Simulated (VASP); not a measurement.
These are PBE GGA, VASP's PBE PAW potentials (set 64) (plane waves; VASP) values and carry that method's errors.

The input files of a VASP run:

KPOINTS:
```
Automatic mesh
0
gamma
 14 14 7
0 0 0
```

INCAR:
```
ALGO  =  Normal
EDIFF  =  1E-6
EDIFFG  =  -0.02
ENCUT  =  500
GGA  =  PE
IBRION  =  2
ISIF  =  3
ISMEAR  =  1
LASPH  =  .True.
LCHARG  =  .False.
LMAXMIX  =  4
LREAL  =  .False.
LWAVE  =  .False.
NELM  =  100
NSW  =  40
PREC  =  Accurate
PSTRESS  =  200
SIGMA  =  0.1
SYSTEM  =  Cd
```

**POSCAR**
```
Cd
1
    1.4813647468    -2.5658005493     0.0000000000
    1.4813647468     2.5658005493     0.0000000000
    0.0000000000     0.0000000000     5.1417244060
Cd
2
Direct
  0.3333330000   0.6666670000   0.2500000000
  0.6666670000   0.3333330000   0.7500000000
```

POTCAR, in this order: Cd (PBE.64 set). Program: vasp_std.

Energy and stress use the plane-wave basis of the starting cell.

Q: What does the run give for the energy per atom (σ→0), volume per atom, band gap (on the k-mesh)?

A: 
- energy per atom (σ→0): -0.516 eV/atom
- band gap (on the k-mesh): none (metal, semimetal or under 0.01 eV)
- volume per atom: 17.98 Å³/atom

### OSZICAR
```
...
   9 F= 0.34570389E+01 E0= 0.34569399E+01  d E =0.465037E-04
       N       E                     dE             d eps       ncg     rms          rms(c)
DAV:   1    -0.103337710314E+01    0.94429E-02   -0.38003E-02  3072   0.276E+00    0.308E-01
DAV:   2    -0.103155013414E+01    0.18270E-02   -0.46829E-03  3088   0.104E+00    0.102E-01
DAV:   3    -0.103142825318E+01    0.12188E-03   -0.25252E-04  3584   0.208E-01    0.809E-02
DAV:   4    -0.103141271228E+01    0.15541E-04   -0.24980E-05  3408   0.436E-02    0.636E-03
DAV:   5    -0.103141281476E+01   -0.10248E-06   -0.47563E-07  2080   0.776E-03
  10 F= 0.34569492E+01 E0= 0.34568449E+01  d E =-.431436E-04
```

The compound is Cd in the hcp structure. This run relaxes it under an external pressure of 20 GPa. Symmetry was kept, so distortions that lower it aren't found.
